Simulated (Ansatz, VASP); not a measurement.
# BiAs: VASP beside Ansatz, part 2 of 2

Aim: how closely do two programs agree when they are given the same cell, functional and k mesh? The cell is generated by rule, not measured, and may not be a known phase. Of the first pair: The cell is taken from a series of runs on this material, whose earlier steps may have relaxed, scaled, displaced or heated it; both programs get it as it stands.

VASP 6.6.1 and Ansatz 0.2.0.

So far: Starting point; VASP: relaxation of cell and atoms, PBEsol, pair 1; Ansatz: relaxation of cell and atoms, PBEsol, pair 1; Differences.

### 5. VASP: relaxation of cell and atoms, PBEsol, pair 2

Level of this step: PBEsol; plane waves and PAW (Bi_d, As); invented cell (VASP).

The relaxed volume is the usual yardstick between codes: in a stiff, nearly cubic crystal its relative difference is about their pressure difference at one cell divided by the bulk modulus. Its start cell is another than that of the pair before, and may be another structure of the material.

File INCAR:

```
SYSTEM = BiAs
PREC = Accurate
ENCUT = 500
EDIFF = 1E-07
NELM = 120
ISMEAR = 0
SIGMA = 0.1
LREAL = .FALSE.
ALGO = Normal
GGA = PS
NBANDS = 16
LORBIT = 11
LWAVE = .FALSE.
LCHARG = .FALSE.
ISIF = 3
IBRION = 2
NSW = 80
EDIFFG = -0.005
LASPH = .TRUE.
GGA_COMPAT = .FALSE.
NELMIN = 4
```

File POSCAR:

```
BiAs
1.0
    0.0000000000      2.9677941951      2.9677941951
    2.9677941951      0.0000000000      2.9677941951
    2.9677941951      2.9677941951      0.0000000000
Bi As
1 1
Direct
    0.5000000000      0.5000000000      0.5000000000
    0.0000000000      0.0000000000      0.0000000000
```

File KPOINTS:

```
Automatic mesh
0
Gamma
8 8 8
0 0 0
```

PAW data sets: Bi_d and As (PBE family, release 64).

Run with:

```sh
mpirun -np 1 vasp_std
```

Numbers of over 12 decimals in the logs are rounded to 6 here.

The program printed:

```text
[banner, memory and clock lines left out]
running    1 mpi-ranks, on    1 nodes
[...]
[... a notice as in an earlier step ...]

 LDA part: xc-table for (Slater+PW92), standard interpolation
 POSCAR, INCAR and KPOINTS ok, starting setup
[...]
entering main loop
       N       E                     dE             d eps       ncg     rms          rms(c)
DAV:   1     0.137360684135E+03    0.13736E+03   -0.10466E+04   928   0.133E+03
DAV:   2    -0.330956813710E+00   -0.13769E+03   -0.13518E+03   968   0.330E+02
DAV:   3    -0.937291185372E+01   -0.90420E+01   -0.90007E+01  1216   0.853E+01
DAV:   4    -0.957473796195E+01   -0.20183E+00   -0.20163E+00  1152   0.143E+01
[...]
DAV:  13    -0.939529757904E+01    0.10194E-06   -0.11502E-07   928   0.307E-03    0.238E-03
DAV:  14    -0.939529771156E+01   -0.13252E-06   -0.28444E-07   768   0.552E-03    0.101E-03
DAV:  15    -0.939529775782E+01   -0.46263E-07   -0.89256E-08   736   0.241E-03
   1 F= -.93952978E+01 E0= -.93934565E+01  d E =-.939530E+01
[...]
DAV:   9    -0.939540596339E+01   -0.27891E-07   -0.75383E-09   576   0.103E-03
   2 F= -.93954060E+01 E0= -.93935758E+01  d E =-.108206E-03
 trial-energy change:   -0.000108  1 .order   -0.000105   -0.000572    0.000361
 step:   0.6171(harm=  0.6130)  dis= 0.00000  next Energy=    -9.395475 (dE=-0.177E-03)
[...]
N       E                     dE             d eps       ncg     rms          rms(c)
DAV:   1    -0.939659602752E+01   -0.11901E-02   -0.30041E-02  1184   0.264E+00    0.178E-01
DAV:   2    -0.939565672250E+01    0.93931E-03   -0.16201E-03  1176   0.654E-01    0.739E-02
DAV:   3    -0.939546984862E+01    0.18687E-03   -0.79182E-04  1208   0.409E-01    0.107E-02
DAV:   4    -0.939547303797E+01   -0.31894E-05   -0.18799E-05  1016   0.429E-02    0.687E-03
DAV:   5    -0.939547592241E+01   -0.28844E-05   -0.27446E-06  1216   0.136E-02    0.200E-03
DAV:   6    -0.939547650382E+01   -0.58141E-06   -0.37858E-07  1160   0.577E-03    0.894E-04
DAV:   7    -0.939547626205E+01    0.24177E-06   -0.80068E-08   688   0.244E-03    0.226E-04
DAV:   8    -0.939547618887E+01    0.73177E-07   -0.12926E-08   528   0.126E-03
   3 F= -.93954762E+01 E0= -.93936405E+01  d E =-.178431E-03
[...]
reached required accuracy - stopping structural energy minimisation
```

Parts of OUTCAR (step 5):

```text
  Total       -0.0000394     -0.0000394     -0.0000394      0.0000000     -0.0000000     -0.0000000
  in kB       -0.0012019     -0.0012019     -0.0012019      0.0000000     -0.0000000     -0.0000000
  external PRESSURE =      -0.0012019 kB  Pullay stress =       0.0000000 kB

 POSITION                                       TOTAL-FORCE (eV/Angst)
 -----------------------------------------------------------------------------------
      2.97172      2.97172      2.97172        -0.000000      0.000000      0.000000
      0.00000      0.00000      0.00000         0.000000      0.000000     -0.000000
 -----------------------------------------------------------------------------------
    total drift:                               -0.000000     -0.000000      0.000000

  FREE ENERGIE OF THE ION-ELECTRON SYSTEM (eV)
  ---------------------------------------------------
  free  energy   TOTEN  =        -9.3954761889 eV

  energy  without entropy=       -9.3918048779  energy(sigma->0) =       -9.39364053

[... 1 part as in an earlier step ...]

[... 3 further parts left out ...]
[key lines of the parts left out:]
E-fermi :   6.5745
```

The k-mesh is coarse for a metal.

### 6. Ansatz: relaxation of cell and atoms, PBEsol, pair 2

Its own start cell and the same functional, mesh and smearing now go to Ansatz, which takes its cutoff from its data sets.

The two relaxations start from unlike cells of this crystal (the structure described is Ansatz's start), so only their ends are compared.

File input.yaml:

```yaml
crystal:
  lattice:
    - [0.0, 2.50835, 2.50835]
    - [2.50835, 0.0, 2.50835]
    - [2.50835, 2.50835, 0.0]
  atoms:
    - { symbol: Bi, position: [0.5, 0.5, 0.5] }
    - { symbol: As, position: [0.0, 0.0, 0.0] }
kpoints:
  mp_grid: { grid: [8, 8, 8] }
hamiltonian:
  xc: pbesol
scf:
  occupations: { method: gaussian, width: 0.1 }
output:
  forces: true
  stress: true
  eigenvalues: true
relax:
  adjacent_minimum: "off"
  f_tol: 0.05
  max_steps: 80
  cell: { stress_tol: 0.5 }
```

Run with:

```sh
ansatz run input.yaml --threads 4 --pin off --max-ram 8192MiB --backend cpu --events-out ev --progress --plain --runs-dir out
```

The program printed:

```text
[...]
Crystal: 2 atoms, lattice volume = 31.564 Å³
Basis set: ecut = 420 eV, 609 PW (Γ), exchange–correlation on 48×48×48 points (8 copies of the dense FFT grid, shifted against one another)
Bands: 19, of which v1, the nominal top of the filled ones, is band 15 counted from 1 (14 counted from 0)
Symmetry: 48 space group operations
[...]
k-points: 29 of 512
[...]
k-point 28: bands = [... 11 lower, 0.7249, 6.0137, 6.0137, 10.9064, 11.6622, 16.4016, 16.4016, 18.0955]
--- Relaxed structure (8 steps of the walk, 8 accepted, 2 SCFs on fresh bases) ---
[...]
cell:  # Å, volume = 52.3524 Å³
    - [0, 2.969173, 2.969173]
    - [2.969173, 0, 2.969173]
    - [2.969173, 2.969173, 0]
  atoms:
    - { symbol: Bi, position: [0.5, 0.5, 0.5] }
    - { symbol: As, position: [0, 0, 0] }
[key lines of the parts left out:]
SCF converged after 6 iterations
Free energy (F): -17055.007350 eV
Fermi energy:    11.061190 eV
P = ⅓ Tr σ = 0.1040 GPa (1.040 kbar)
```

### 7. Differences

What differs besides the data sets and the points named for the pairs above, as far as they apply: the data sets hold 30 valence electrons in Ansatz (on its default PAW (the set named soft_2) files) and 20 in VASP. Total energies have different zeros and are not compared.

Compared:

```
                                         quantity  Ansatz   VASP  difference
                                      volume (Å³)   52.35  52.49     -0.26 %
edge a after relaxation, in the typed setting (Å)   4.199  4.203     -0.09 %
```

### 8. What came out

| Item | Value |
| --- | --- |
| difference in volume (relaxation of cell and atoms, PBEsol, pair 1) | -0.10 % |
| difference in volume (relaxation of cell and atoms, PBEsol, pair 2) | -0.26 % |

What this shows: The difference in volume is -0.26 % (relaxation of cell and atoms, PBEsol, pair 2), within the 1.2 % picked in this series as the mark of a large difference, as far as the stopping tolerances let one tell. The data sets hold unlike numbers of valence electrons (30 in Ansatz and 20 in VASP), so part of the differences comes from the potentials. Such differences can come from data sets, numerical settings and the points named under the comparisons, not from the functional's error against experiment.

[Lines on the potential files, build, host, timing and source positions are cut from VASP's logs without a mark.]

[Logs are printed without paths, hosts, clocks, repeated set-up lines and the standing remarks that a program may print on its own settings, such as how far it seeks lower states.]

[Hosts, paths, dates, database ids (printed as entryN), source tags and the programs' standing remarks are cut or masked in the printed files.]
